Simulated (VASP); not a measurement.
Data:

```
Pb
1.0
    0.00000     2.48557     2.48557
    2.48557     0.00000     2.48557
    2.48557     2.48557     0.00000
Pb
1
Direct
  0.00000   0.00000   0.00000
```

Calculation: TPSS meta-GGA, VASP's PBE PAW potentials (set 64) (plane waves; VASP 6.6.1). Run with 520 eV cut-off, 14×14×14 Γ-centred mesh, tetrahedra with Blöchl corrections, potentials Pb_d.

Unless said otherwise, spin-orbit coupling is left out, though it shifts the bands of the heavy elements here.

**Question.** Predict the energy per atom (σ→0), band gap (over mesh and band path) with the smallest direct gap where there is one.

**Answer.** 
```yaml
band gap (over mesh and band path): none (metal, semimetal or under 0.01 eV)
energy per atom (σ→0): -3.004 eV/atom
```

The compound is Pb in the fcc structure. It was relaxed first.
